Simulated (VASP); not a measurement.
The input files of a VASP run:

**POSCAR**
```
SrCl2
1.0
  0.0000000000   3.5195765731   3.5195765731
  3.5195765731   0.0000000000   3.5195765731
  3.5195765731   3.5195765731   0.0000000000
Sr Cl
1 2
direct
  0.0000000000   0.0000000000   0.0000000000
  0.2500000000   0.2500000000   0.2500000000
  0.7500000000   0.7500000000   0.7500000000
```

### INCAR
```
! general
SYSTEM =SrCl2
PREC   =Accurate
ENCUT  =400
LREAL  =.FALSE.
LASPH  =.TRUE.

! electronic loop
EDIFF  =1E-8
NELM   =100
ALGO   =Normal
LMAXMIX=4

! smearing
ISMEAR =0
SIGMA  =0.05

! functional
GGA    =PE

! ions
IBRION =1
NSW    =30
ISIF   =2
EDIFFG =-0.001

! output
LWAVE  =.FALSE.
LCHARG =.FALSE.
```

**KPOINTS**
```
Automatic mesh
0
Gamma
5 5 5
0 0 0
```

POTCAR, in this order: Sr_sv Cl (PBE.64 set). Program: vasp_std.

Q: Write an equivalent input for Quantum ESPRESSO's pw.x.

A: One equivalent input (not run):
```
&CONTROL
  calculation = 'relax'
  pseudo_dir = './pseudo'
  outdir = './out'
  tprnfor = .true.
  tstress = .true.
  nstep = 30
  forc_conv_thr = 3.9e-05
/
&SYSTEM
  ibrav = 0
  nat = 3
  ntyp = 2
  ecutwfc = 68
  occupations = 'smearing'
  smearing = 'gaussian'
  degauss = 0.003675
  input_dft = 'pbe'
/
&ELECTRONS
  conv_thr = 7.3e-10
  electron_maxstep = 100
/
&IONS
/
ATOMIC_SPECIES
  Sr 87.620 Sr.upf
  Cl 35.450 Cl.upf
CELL_PARAMETERS angstrom
     0.0000000    3.5195766    3.5195766
     3.5195766    0.0000000    3.5195766
     3.5195766    3.5195766    0.0000000
ATOMIC_POSITIONS crystal
  Sr   0.0000000  0.0000000  0.0000000
  Cl   0.2500000  0.2500000  0.2500000
  Cl   0.7500000  0.7500000  0.7500000
K_POINTS automatic
  5 5 5 0 0 0
```
Limits of the translation: the potentials are each code's own (VASP's PAW set, PseudoDojo norm-conserving files in pw.x), so ENCUT and ecutwfc are chosen apart and not converted; conv_thr bounds pw.x's estimated SCF error, while EDIFF bounds the energy change between steps; forc_conv_thr acts on force components and is met together with etot_conv_thr.

The compound is SrCl2 in the fluorite structure. It was relaxed first. The start is the result of an earlier pass.
